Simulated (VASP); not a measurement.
Write the native input for VASP 6.6.1 that does the following.

```yaml
Task: relaxation of cell and atoms
Functional: PBE
Potentials_or_basis: VASP PAW PBE potentials, release 64 (P, C)
Cutoff: 600 eV
k_mesh: 15 × 15 × 6
Occupations: gaussian, width 0.1 eV
Spin: no spin polarisation
Dipole_correction: no
Further_INCAR_settings: ALGO = Normal; EDIFF = 1e-06; IBRION = 2; EDIFFG = -0.01; NSW = 100; ISIF = 3
```

The structure of PC2 lies in POSCAR:

```
PC2
1.0
    2.8516016523      0.0000000000      0.0000000000
   -1.4258008261      2.4695594723      0.0000000000
    0.0000000000      0.0000000000      7.0327964061
P C
2 4
Direct
    0.0000000000      0.0000000000      0.5000000000
    0.0000000000      0.0000000000      0.0000000000
    0.6666666667      0.3333333333      0.3508700061
    0.3333333333      0.6666666667      0.6491299939
    0.3333333333      0.6666666667      0.8508700061
    0.6666666667      0.3333333333      0.1491299939
```

The cell was built by a generator and needn't be a form met in nature.

The input as run:

INCAR

```
SYSTEM = PC2
PREC = Accurate
ENCUT = 600
EDIFF = 1E-6
ISMEAR = 0
SIGMA = 0.1
LREAL = .FALSE.
LASPH = .TRUE.
NELM = 60
ALGO = Normal
ISIF = 3
LWAVE = .FALSE.
LCHARG = .FALSE.
GGA = PE
IBRION = 2
NSW = 100
EDIFFG = -0.01
```

KPOINTS

```
Automatic mesh
0
G
  15 15 6
  0 0 0
```

Potentials or basis: VASP PAW PBE potentials, release 64 (P, C).

Command:

```bash
$ cat potpaw_PBE.64/P/POTCAR potpaw_PBE.64/C/POTCAR > POTCAR
$ mpirun -np 1 vasp_std > vasp.out
```

Results of the run:

The relaxed volume is 8.24 Å³/atom and the relaxed cell is a = 2.850 Å, b = 2.850 Å, c = 7.025 Å, α = 90.00°, β = 90.00°, γ = 120.00°. The space group after relaxing (to 0.05 Å) is P6_3/mmc (No. 194) and the energy gained by relaxing is 0.0 meV/atom. The ionic steps are 3 and the pressure after relaxing is 0.0 GPa. The largest force after relaxing is 0.006 eV/Å. The band gap on the k mesh is none (metal or under the smearing width).

Run time: 62 s on 1 thread of Intel(R) Xeon(R) 6975P-C (Granite Rapids), with other jobs on the host, peak memory 0.24 GiB.
